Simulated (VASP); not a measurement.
Output of a VASP run:

OSZICAR:
```
       N       E                     dE             d eps       ncg     rms          rms(c)
DAV:   1     0.264553974936E+02    0.26455E+02   -0.77900E+03  2640   0.121E+03
DAV:   2    -0.193368669953E+02   -0.45792E+02   -0.43786E+02  3366   0.215E+02
DAV:   3    -0.210767430132E+02   -0.17399E+01   -0.17128E+01  3449   0.321E+01
DAV:   4    -0.210923516485E+02   -0.15609E-01   -0.15668E-01  3130   0.309E+00
DAV:   5    -0.210925647065E+02   -0.21306E-03   -0.21435E-03  3452   0.294E-01    0.597E+01
DAV:   6    -0.182030726978E+02    0.28895E+01   -0.18621E+01  2930   0.223E+01    0.419E+01
DAV:   7    -0.181425360243E+02    0.60537E-01   -0.58503E-01  3076   0.593E+00    0.242E+01
DAV:   8    -0.181347024494E+02    0.78336E-02   -0.46923E-02  2912   0.220E+00    0.518E+00
DAV:   9    -0.181301473845E+02    0.45551E-02   -0.22097E-02  3013   0.904E-01    0.189E+00
DAV:  10    -0.181299322181E+02    0.21517E-03   -0.86429E-04  3142   0.251E-01    0.353E-01
DAV:  11    -0.181299245930E+02    0.76251E-05   -0.14118E-04  3124   0.903E-02    0.721E-02
DAV:  12    -0.181299227357E+02    0.18573E-05   -0.64622E-06  3039   0.227E-02    0.609E-02
DAV:  13    -0.181299223763E+02    0.35942E-06   -0.48470E-07  3078   0.701E-03    0.267E-03
DAV:  14    -0.181299223670E+02    0.92809E-08   -0.64140E-09  1512   0.844E-04
   1 F= -.18129922E+02 E0= -.18129922E+02  d E =0.000000E+00
```

OUTCAR:
```
------------------------ aborting loop because EDIFF is reached ----------------------------------------
  FORCE on cell =-STRESS in cart. coord.  units (eV):
  Direction    XX          YY          ZZ          XY          YZ          ZX
  --------------------------------------------------------------------------------------
  Total       -0.0119591     -0.0119591     -0.0119591      0.0000000      0.0000000     -0.0000000
  in kB       -0.7774936     -0.7774936     -0.7774936      0.0000000      0.0000000     -0.0000000
  external PRESSURE =      -0.7774936 kB  Pullay stress =       0.0000000 kB
  volume of cell :       24.64
      direct lattice vectors                 reciprocal lattice vectors
     0.000000000  2.309726606  2.309726606    -0.216475837  0.216475837  0.216475837
     2.309726606  0.000000000  2.309726606     0.216475837 -0.216475837  0.216475837
     2.309726606  2.309726606  0.000000000     0.216475837  0.216475837 -0.216475837
 POSITION                                       TOTAL-FORCE (eV/Angst)
 -----------------------------------------------------------------------------------
      0.00000      0.00000      0.00000        -0.000000     -0.000000     -0.000000
      2.30973      2.30973      2.30973         0.000000      0.000000      0.000000
 -----------------------------------------------------------------------------------
    total drift:                                0.000000     -0.000000     -0.000000
  FREE ENERGIE OF THE ION-ELECTRON SYSTEM (eV)
  ---------------------------------------------------
  free  energy   TOTEN  =       -18.1299223670 eV

  energy  without entropy=      -18.1299223670  energy(sigma->0) =      -18.12992237

 total charge

# of ion       s       p       d       tot
------------------------------------------
    1        0.315   6.645   1.705   8.664
    2        0.876   1.519   0.000   2.395
--------------------------------------------------
tot          1.191   8.164   1.705  11.060
```
(Selected blocks of OUTCAR.)

### POSCAR
```
HfC
1
    0.0000000000     2.3097266059     2.3097266059
    2.3097266059     0.0000000000     2.3097266059
    2.3097266059     2.3097266059     0.0000000000
Hf C
1 1
Direct
  0.0000000000   0.0000000000   0.0000000000
  0.5000000000   0.5000000000   0.5000000000
```

### Question
Reconstruct the remaining input files.

### Answer
This is not unique; one that fits is the input of the run itself, vdW-DF-cx, plane waves, VASP's PBE PAW potentials (set 64).

### INCAR
```
AGGAC  =  0.0
ALGO  =  Normal
EDIFF  =  1E-7
ENCUT  =  520
GGA  =  CX
ISIF  =  2
ISMEAR  =  -5
LASPH  =  T
LCHARG  =  T
LMAXMIX  =  6
LORBIT  =  11
LREAL  =  F
LUSE_VDW  =  T
LWAVE  =  F
NEDOS  =  601
NELM  =  100
PREC  =  Accurate
SYSTEM  =  HfC
```

### KPOINTS
```
Automatic mesh
0
Gamma
15 15 15
0 0 0
```

POTCAR, in this order: Hf_pv C (PBE.64 set). Program: vasp_std.

For a metal the tetrahedron method with Blöchl corrections gives inexact stress and forces.

The compound is HfC in the rock salt structure. It was relaxed first.
